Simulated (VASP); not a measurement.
Calculation: PBE GGA, VASP's PBE PAW potentials (set 64) (plane waves; VASP).

The input files of a VASP run:

INCAR:
```
SYSTEM=ZnO
NEDOS=601
PREC=Accurate
LASPH=.TRUE.   # aspherical one-centre terms
GGA=PE   # PBE
LMAXMIX=4   # l cut-off of mixed one-centre charges
EDIFF=1E-7   # SCF stop (eV)
LREAL=.FALSE.
ALGO=Normal
ISIF=2   # forces and stress, cell fixed
LCHARG=.TRUE.
LORBIT=11
LWAVE=.FALSE.
ENCUT=520   # plane-wave cut-off (eV)
LEFG=.TRUE.
ISMEAR=-5   # tetrahedra, Bloechl
NELM=100
```

POSCAR:
```
ZnO
1
    1.6429897518    -2.8457421785    -0.0000000000
    1.6429897518     2.8457421785     0.0000000000
    0.0000000000    -0.0000000000     5.3047318335
Zn O
2 2
Direct
  0.6666670000   0.3333330000   0.5012495157
  0.3333330000   0.6666670000   0.0012495157
  0.6666670000   0.3333330000   0.8807504843
  0.3333330000   0.6666670000   0.3807504843
```

**KPOINTS**
```
K-points
0
Gamma
  9 9 5
```

POTCAR, in this order: Zn O (PBE.64 set). Program: vasp_std.

The resulting files:

OSZICAR:
```
       N       E                     dE             d eps       ncg     rms          rms(c)
DAV:   1     0.286265904731E+03    0.28627E+03   -0.18746E+04  1592   0.234E+03
DAV:   2     0.951426597189E+01   -0.27675E+03   -0.26761E+03  1710   0.437E+02
DAV:   3    -0.205291058239E+02   -0.30043E+02   -0.29822E+02  1842   0.153E+02
DAV:   4    -0.211031433553E+02   -0.57404E+00   -0.57349E+00  1764   0.229E+01
DAV:   5    -0.211075362772E+02   -0.43929E-02   -0.43927E-02  1842   0.191E+00    0.143E+01
DAV:   6    -0.177337736426E+02    0.33738E+01   -0.12162E+01  2750   0.742E+01    0.865E+00
DAV:   7    -0.178975435198E+02   -0.16377E+00   -0.26530E+00  1750   0.197E+01    0.520E+00
DAV:   8    -0.179236642718E+02   -0.26121E-01   -0.85361E-01  2372   0.914E+00    0.183E+00
DAV:   9    -0.178581578214E+02    0.65506E-01   -0.19206E-01  2498   0.792E+00    0.348E-01
DAV:  10    -0.178618788810E+02   -0.37211E-02   -0.57668E-02  1608   0.175E+00    0.146E-01
DAV:  11    -0.178618777945E+02    0.10865E-05   -0.14944E-03  2228   0.496E-01    0.359E-02
DAV:  12    -0.178619327628E+02   -0.54968E-04   -0.14235E-04  2166   0.219E-01    0.335E-02
DAV:  13    -0.178619283549E+02    0.44079E-05   -0.35377E-05  1996   0.120E-01    0.130E-02
DAV:  14    -0.178619284181E+02   -0.63288E-07   -0.13872E-05  1778   0.426E-02    0.500E-03
DAV:  15    -0.178619278550E+02    0.56312E-06   -0.20489E-06  2162   0.158E-02    0.163E-03
DAV:  16    -0.178619277835E+02    0.71503E-07   -0.24775E-07  1258   0.540E-03
   1 F= -.17861928E+02 E0= -.17861928E+02  d E =0.000000E+00
```

### OUTCAR
```
------------------------ aborting loop because EDIFF is reached ----------------------------------------
  FORCE on cell =-STRESS in cart. coord.  units (eV):
  Direction    XX          YY          ZZ          XY          YZ          ZX
  --------------------------------------------------------------------------------------
  Total        0.0641419      0.0641419      0.0072627      0.0000000      0.0000000      0.0000000
  in kB        2.0717077      2.0717084      0.2345767      0.0000000      0.0000000      0.0000000
  external PRESSURE =       1.4593309 kB  Pullay stress =       0.0000000 kB
  volume of cell :       49.60
      direct lattice vectors                 reciprocal lattice vectors
     1.642989752 -2.845742179  0.000000000     0.304323262 -0.175701089  0.000000000
     1.642989752  2.845742179  0.000000000     0.304323262  0.175701089  0.000000000
     0.000000000  0.000000000  5.304731833     0.000000000  0.000000000  0.188510943
  FREE ENERGIE OF THE ION-ELECTRON SYSTEM (eV)
  ---------------------------------------------------
  free  energy   TOTEN  =       -17.8619277835 eV

  energy  without entropy=      -17.8619277835  energy(sigma->0) =      -17.86192778

 total charge

# of ion       s       p       d       tot
------------------------------------------
    1        0.447   0.453   9.890  10.790
    2        0.447   0.453   9.890  10.790
    3        1.550   3.436   0.000   4.986
    4        1.550   3.436   0.000   4.986
--------------------------------------------------
tot          3.994   7.778  19.780  31.553
```
(Selected blocks of OUTCAR.)

OUTCAR:
```
 val. band max:        0.8431088118   @ k =   0.0000   0.0000   0.0000

 cond. band min:       1.5615735175   @ k =   0.0000   0.0000   0.0000


 Fermi energy:         0.8942859326

 k-point     1 :       0.0000    0.0000    0.0000
  band No.  band energies     occupation
      1     -16.9290      2.00000
      2     -16.2710      2.00000
      3      -4.6701      2.00000
      4      -4.6701      2.00000
      5      -4.6253      2.00000
      6      -4.4931      2.00000
      7      -4.4915      2.00000
      8      -4.4915      2.00000
      9      -3.6031      2.00000
     10      -3.6031      2.00000
     11      -3.4123      2.00000
     12      -3.4123      2.00000
     13      -3.1449      2.00000
     14       0.1007      2.00000
     15       0.1007      2.00000
     16       0.7637      2.00000
     17       0.8431      2.00000
     18       0.8431      2.00000
     19       1.5616      0.00000
     20       5.9105      0.00000
     21       8.8907      0.00000
     22      13.5400      0.00000

 k-point     2 :       0.1111    0.0000    0.0000
  band No.  band energies     occupation
      1     -16.8669      2.00000
      2     -16.2435      2.00000
      3      -4.7351      2.00000
      4      -4.6334      2.00000
      5      -4.5877      2.00000
      6      -4.4990      2.00000
      7      -4.4394      2.00000
      8      -4.3987      2.00000
      9      -3.6285      2.00000
     10      -3.6060      2.00000
     11      -3.4070      2.00000
     12      -3.3542      2.00000
     13      -3.1594      2.00000
     14      -0.3332      2.00000
     15      -0.0546      2.00000
     16       0.1400      2.00000
     17       0.6869      2.00000
     18       0.7595      2.00000
     19       2.4241      0.00000
     20       6.3977      0.00000
     21       8.8946      0.00000
     22      12.3911      0.00000

 k-point     3 :       0.2222    0.0000    0.0000
  band No.  band energies     occupation
      1     -16.7011      2.00000
...
```

The compound is ZnO in the wurtzite structure. It was relaxed first.
